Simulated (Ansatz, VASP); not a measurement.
# Si2Ni: VASP beside Ansatz

One calculation is typed for both programs; each brings its own data sets. How far apart do they land? The cell is taken from a series of runs on this material, whose earlier steps may have relaxed, scaled, displaced or heated it; both programs get it as it stands.

Main program and level: Ansatz 0.2.0; plane waves, with VASP 6.6.1 beside it; zone-centre phonons at PBEsol.

## Step 1: Set-up

The structure is cubic, space group Fm-3m (No. 225). Conventional cell: a = 5.317 Å, b = 5.317 Å, c = 5.317 Å, α = 90.00°, β = 90.00°, γ = 90.00°. Nearest to Si lie 4 Ni at 2.30 Å. Nearest to Ni lie 8 Si at 2.30 Å. Farther neighbours are not listed.

## Step 2: VASP: zone-centre phonons, PBEsol

Second derivatives magnify differences that forces hide, and they need a tight electronic threshold.

Lines of VASP's logs that name or quote its potential files are left out, and so is its time.

INCAR reads:

```
SYSTEM = Si2Ni
PREC = Accurate
ENCUT = 600
EDIFF = 1E-08
NELM = 120
ISMEAR = 1
SIGMA = 0.2
LREAL = .FALSE.
ALGO = Normal
GGA = PS
NBANDS = 15
LASPH = .TRUE.
LORBIT = 11
LWAVE = .FALSE.
LCHARG = .FALSE.
ISIF = 2
IBRION = 8
GGA_COMPAT = .FALSE.
KPAR = 2
```

POSCAR reads:

```
Si2Ni
1.0
    0.0000000000      2.6583730529      2.6583730529
    2.6583730529      0.0000000000      2.6583730529
    2.6583730529      2.6583730529      0.0000000000
Si Ni
2 1
Direct
    0.2500000000      0.2500000000      0.2500000000
    0.7500000000      0.7500000000      0.7500000000
    0.0000000000      0.0000000000      0.0000000000
```

KPOINTS reads:

```
Automatic mesh
0
Gamma
16 16 16
0 0 0
```

The projector-augmented-wave data sets are Si and Ni (PBE family, release 64).

Run with:

```bash
mpirun -np 2 vasp_std
```

Numbers of over 12 decimals in the logs are rounded to 6 here.

The program printed:

```text
[banner, memory and clock lines left out]
running    2 mpi-ranks, on    1 nodes
 distrk:  each k-point on    1 cores,    2 groups
 distr:  one band on    1 cores,    1 groups

 POSCAR found type information on POSCAR SiNi
 POSCAR found :  2 types and       3 ions
|                                                                             |
|               ----> ADVICE to this user running VASP <----                  |
|                                                                             |
|     You enforced a specific xc type in the INCAR file but a different       |
|     [... a line on the potential file left out ...]
|     I HOPE YOU KNOW WHAT YOU ARE DOING!                                     |
|                                                                             |

 LDA part: xc-table for (Slater+PW92), standard interpolation
 POSCAR, INCAR and KPOINTS ok, starting setup
 FFT: planning ... GRIDC
 FFT: planning ... GRID_SOFT
 FFT: planning ... GRID
 WAVECAR not read
 entering main loop
       N       E                     dE             d eps       ncg     rms          rms(c)
DAV:   1     0.717594955893E+02    0.71759E+02   -0.86583E+03  4366   0.139E+03
DAV:   2    -0.170048987067E+02   -0.88764E+02   -0.81465E+02  4574   0.244E+02
DAV:   3    -0.212113443555E+02   -0.42064E+01   -0.41023E+01  5699   0.571E+01
DAV:   4    -0.212829400765E+02   -0.71596E-01   -0.71506E-01  5110   0.689E+00
DAV:   5    -0.212847123629E+02   -0.17723E-02   -0.17721E-02  5788   0.116E+00    0.177E+01
DAV:   6    -0.257930798042E+02   -0.45084E+01   -0.47058E+01  4826   0.166E+02    0.248E+01
DAV:   7    -0.190657760554E+02    0.67273E+01   -0.14061E+01  5486   0.104E+02    0.388E+00
DAV:   8    -0.190052779589E+02    0.60498E-01   -0.18935E+00  6409   0.215E+01    0.281E+00
DAV:   9    -0.189482171876E+02    0.57061E-01   -0.27650E-01  5354   0.104E+01    0.652E-01
DAV:  10    -0.189461054648E+02    0.21117E-02   -0.10245E-02  6213   0.203E+00    0.290E-01
DAV:  11    -0.189459856457E+02    0.11982E-03   -0.87946E-04  6685   0.289E-01    0.597E-02
DAV:  12    -0.189460024351E+02   -0.16789E-04   -0.31259E-05  5392   0.649E-02    0.217E-02
DAV:  13    -0.189459979404E+02    0.44947E-05   -0.12862E-05  5746   0.930E-02    0.461E-03
DAV:  14    -0.189459978653E+02    0.75180E-07   -0.11877E-06  4868   0.837E-03    0.286E-03
DAV:  15    -0.189459978740E+02   -0.87441E-08   -0.20654E-07  5903   0.108E-02    0.328E-04
DAV:  16    -0.189459979140E+02   -0.39988E-07   -0.27328E-08  4443   0.113E-03    0.195E-04
DAV:  17    -0.189459979168E+02   -0.28338E-08   -0.20787E-10  2931   0.228E-04
   1 F= -.18945998E+02 E0= -.18945968E+02  d E =-.905950E-04
 Linear response reoptimize wavefunctions to high precision
DAV:   1    -0.189459979167E+02    0.78217E-10   -0.10280E-10  3043   0.196E-04
 Linear response DOF=           2
 Linear response progress:
  Degree of freedom:   1/  2
       N       E                     dE             d eps       ncg     rms          rms(c)
RMM:   1    -0.203441180159E-01   -0.20344E-01    0.30934E-02 46284   0.125E+00
RMM:   2    -0.177219870648E-01    0.26221E-02   -0.86785E-04 27898   0.544E-01    0.978E-02
RMM:   3    -0.179272794313E-01   -0.20529E-03   -0.44376E-04 31457   0.153E-01    0.532E-02
RMM:   4    -0.180915491700E-01   -0.16427E-03   -0.71054E-05 29680   0.596E-02    0.830E-03
RMM:   5    -0.180797169804E-01    0.11832E-04   -0.45234E-06 32402   0.160E-02    0.491E-03
RMM:   6    -0.180676974629E-01    0.12020E-04   -0.10491E-06 32843   0.544E-03    0.735E-04
RMM:   7    -0.180729143081E-01   -0.52168E-05   -0.19622E-07 32486   0.195E-03    0.489E-04
RMM:   8    -0.180714418308E-01    0.14725E-05   -0.10905E-08 31690   0.774E-04    0.226E-04
RMM:   9    -0.180709518013E-01    0.49003E-06    0.38871E-09 32722   0.377E-04    0.635E-05
RMM:  10    -0.180710761441E-01   -0.12434E-06   -0.10756E-08 33482   0.106E-04    0.166E-05
RMM:  11    -0.180709942089E-01    0.81935E-07   -0.76208E-10 33455   0.406E-05    0.522E-06
RMM:  12    -0.180709963017E-01   -0.20927E-08   -0.78847E-11 34274   0.161E-05    0.269E-06
 first order change of Fermi-energy  -0.38404E-05
 force on displaced ion       1 direction 1 :  -9.636   0.000   0.000
 Linear response progress:
  Degree of freedom:   2/  2
       N       E                     dE             d eps       ncg     rms          rms(c)
RMM:   1    -0.192182679578E+00   -0.19218E+00   -0.10846E-01 16355   0.256E+00
RMM:   2    -0.188253366376E+00    0.39293E-02   -0.24421E-03 14847   0.629E-01    0.213E-01
RMM:   3    -0.188036678599E+00    0.21669E-03   -0.34624E-04 16579   0.143E-01    0.126E-01
RMM:   4    -0.188672655158E+00   -0.63598E-03   -0.40687E-04 17545   0.142E-01    0.786E-03
RMM:   5    -0.188627134650E+00    0.45521E-04   -0.70826E-06 18045   0.267E-02    0.496E-03
RMM:   6    -0.188620062489E+00    0.70722E-05   -0.66540E-07 16277   0.904E-03    0.375E-03
RMM:   7    -0.188606372279E+00    0.13690E-04   -0.29599E-07 17648   0.569E-03    0.638E-04
RMM:   8    -0.188600561199E+00    0.58111E-05   -0.21314E-08 18704   0.118E-03    0.263E-04
RMM:   9    -0.188597822982E+00    0.27382E-05   -0.30518E-09 17935   0.346E-04    0.383E-05
RMM:  10    -0.188597565886E+00    0.25710E-06   -0.19117E-09 18825   0.112E-04    0.174E-05
RMM:  11    -0.188597535392E+00    0.30493E-07   -0.18119E-09 19057   0.495E-05    0.585E-06
RMM:  12    -0.188597460654E+00    0.74738E-07   -0.19554E-09 19201   0.245E-05    0.146E-06
RMM:  13    -0.188597475993E+00   -0.15339E-07   -0.22261E-09 18879   0.166E-05    0.512E-07
RMM:  14    -0.188597478353E+00   -0.23596E-08   -0.11511E-09 14906   0.141E-05    0.183E-07
 first order change of Fermi-energy  -0.40632E-03
 force on displaced ion       3 direction 1 : -12.102   0.000   0.000
 Linear response finished
```

Parts of OUTCAR (step 2):

```text
ion  position               nearest neighbor table
   1  0.250  0.250  0.250-   3 2.30   3 2.30   3 2.30   3 2.30   2 2.66   2 2.66   2 2.66   2 2.66
                             2 2.66   2 2.66
   2  0.750  0.750  0.750-   3 2.30   3 2.30   3 2.30   3 2.30   1 2.66   1 2.66   1 2.66   1 2.66
                             1 2.66   1 2.66
   3  0.000  0.000  0.000-   2 2.30   2 2.30   2 2.30   1 2.30   2 2.30   1 2.30   1 2.30   1 2.30

  LATTYP: Found a face centered cubic cell.
 ALAT       =     5.3167461058

 Subroutine GETGRP returns: Found 48 space group operations
 (whereof 48 operations were pure point group operations)

The static configuration has the point symmetry O_h .

 Found    145 irreducible k-points:

   k-points           NKPTS =    145   k-points in BZ     NKDIM =    145   number of bands    NBANDS=     15

   dimension x,y,z NGX =    30 NGY =   30 NGZ =   30
   dimension x,y,z NGXF=    60 NGYF=   60 NGZF=   60

   ENCUT  =  600.0 eV  44.10 Ry    6.64 a.u.   7.51  7.51  7.51*2*pi/ulx,y,z

   NELECT =      18.0000    total number of electrons

 k-points in reciprocal lattice and weights: Automatic mesh
   0.00000000  0.00000000  0.00000000       0.000
   0.06250000  0.00000000  0.00000000       0.002
   0.12500000  0.00000000  0.00000000       0.002
   0.18750000  0.00000000  0.00000000       0.002
   0.25000000  0.00000000  0.00000000       0.002
   0.31250000  0.00000000  0.00000000       0.002
   0.37500000  0.00000000  0.00000000       0.002
   0.43750000  0.00000000  0.00000000       0.002
   0.50000000  0.00000000  0.00000000       0.001
[...]
-0.31250000  0.50000000  0.18750000       0.003
  -0.25000000  0.50000000  0.25000000       0.001

 average (electrostatic) potential at core
       1 -78.9181       2 -78.9181       3 -81.6016

  Total        1.6935596      1.6935596      1.6935596     -0.0000000      0.0000000     -0.0000000
  in kB       72.2159786     72.2159786     72.2159786     -0.0000000      0.0000000     -0.0000000
  external PRESSURE =      72.2159786 kB  Pullay stress =       0.0000000 kB

  energy-cutoff  :      600.00
  volume of cell :       37.57
      direct lattice vectors                 reciprocal lattice vectors
     0.000000000  2.658373053  2.658373053    -0.188084964  0.188084964  0.188084964
     2.658373053  0.000000000  2.658373053     0.188084964 -0.188084964  0.188084964
     2.658373053  2.658373053  0.000000000     0.188084964  0.188084964 -0.188084964

 POSITION                                       TOTAL-FORCE (eV/Angst)
 -----------------------------------------------------------------------------------
      1.32919      1.32919      1.32919        -0.000000     -0.000000     -0.000000
      3.98756      3.98756      3.98756         0.000000      0.000000      0.000000
      0.00000      0.00000      0.00000        -0.000000      0.000000      0.000000
 -----------------------------------------------------------------------------------
    total drift:                                0.000000     -0.000000     -0.000000

 Eigenvectors and eigenvalues of the dynamical matrix
 ----------------------------------------------------

   1 f  =   10.733326 THz    67.439476 2PiTHz  358.025217 cm-1    44.389450 meV
             X         Y         Z           dx          dy          dz
      1.329187  1.329187  1.329187     0.058573   -0.197203   -0.676521
      3.987560  3.987560  3.987560    -0.058573    0.197203    0.676521
      0.000000  0.000000  0.000000     0.000000   -0.000000    0.000000

   2 f  =   10.733326 THz    67.439476 2PiTHz  358.025217 cm-1    44.389450 meV
             X         Y         Z           dx          dy          dz
      1.329187  1.329187  1.329187     0.677839    0.201331   -0.000000
      3.987560  3.987560  3.987560    -0.677839   -0.201331    0.000000
      0.000000  0.000000  0.000000    -0.000000   -0.000000    0.000000

   3 f  =   10.733326 THz    67.439476 2PiTHz  358.025217 cm-1    44.389450 meV
             X         Y         Z           dx          dy          dz
      1.329187  1.329187  1.329187    -0.192623    0.648519   -0.205718
      3.987560  3.987560  3.987560     0.192623   -0.648519    0.205718
      0.000000  0.000000  0.000000    -0.000000   -0.000000    0.000000

   4 f  =   10.144350 THz    63.738832 2PiTHz  338.379097 cm-1    41.953642 meV
             X         Y         Z           dx          dy          dz
      1.329187  1.329187  1.329187     0.467123    0.192179   -0.000000
      3.987560  3.987560  3.987560     0.467123    0.192179    0.000000
      0.000000  0.000000  0.000000    -0.647175   -0.266254    0.000000

   5 f  =   10.144350 THz    63.738832 2PiTHz  338.379097 cm-1    41.953642 meV
             X         Y         Z           dx          dy          dz
      1.329187  1.329187  1.329187    -0.000000   -0.000000   -0.505110
      3.987560  3.987560  3.987560    -0.000000   -0.000000   -0.505110
      0.000000  0.000000  0.000000    -0.000000    0.000000    0.699805

   6 f  =   10.144350 THz    63.738832 2PiTHz  338.379097 cm-1    41.953642 meV
             X         Y         Z           dx          dy          dz
      1.329187  1.329187  1.329187     0.192179   -0.467123   -0.000000
      3.987560  3.987560  3.987560     0.192179   -0.467123    0.000000
      0.000000  0.000000  0.000000    -0.266254    0.647175    0.000000

   7 f/i=    0.007069 THz     0.044417 2PiTHz    0.235801 cm-1     0.029236 meV
             X         Y         Z           dx          dy          dz
      1.329187  1.329187  1.329187    -0.492592   -0.047080    0.000038
      3.987560  3.987560  3.987560    -0.492592   -0.047080    0.000038
      0.000000  0.000000  0.000000    -0.711094   -0.067964    0.000055

   8 f/i=    0.007069 THz     0.044417 2PiTHz    0.235801 cm-1     0.029236 meV
             X         Y         Z           dx          dy          dz
      1.329187  1.329187  1.329187     0.033851   -0.354452   -0.343630
      3.987560  3.987560  3.987560     0.033851   -0.354452   -0.343630
      0.000000  0.000000  0.000000     0.048866   -0.511677   -0.496056

   9 f/i=    0.007069 THz     0.044417 2PiTHz    0.235801 cm-1     0.029236 meV
             X         Y         Z           dx          dy          dz
      1.329187  1.329187  1.329187    -0.032721    0.342069   -0.356064
      3.987560  3.987560  3.987560    -0.032721    0.342069   -0.356064
      0.000000  0.000000  0.000000    -0.047236    0.493802   -0.514006

 ELASTIC MODULI CONTR FROM IONIC RELAXATION (kBar)
 Direction    XX          YY          ZZ          XY          YZ          ZX
 --------------------------------------------------------------------------------
 XX          -0.0000      0.0000      0.0000     -0.0000      0.0000     -0.0000
 YY           0.0000     -0.0000      0.0000     -0.0000     -0.0000      0.0000
 ZZ           0.0000      0.0000     -0.0000      0.0000     -0.0000     -0.0000
 XY          -0.0000     -0.0000      0.0000   -468.5742      0.0000      0.0000
 YZ           0.0000     -0.0000     -0.0000      0.0000   -468.5742     -0.0000
 ZX          -0.0000      0.0000     -0.0000     -0.0000     -0.0000   -468.5742
 --------------------------------------------------------------------------------
```

[end of part 1 of 2]

[Lines on the potential files, build, host, timing and source positions are cut from VASP's logs without a mark.]

[Logs are printed without paths, hosts, clocks, repeated set-up lines and the standing remarks that a program may print on its own settings, such as how far it seeks lower states.]

[Hosts, paths, dates, database ids (printed as entryN), source tags and the programs' standing remarks are cut or masked in the printed files.]
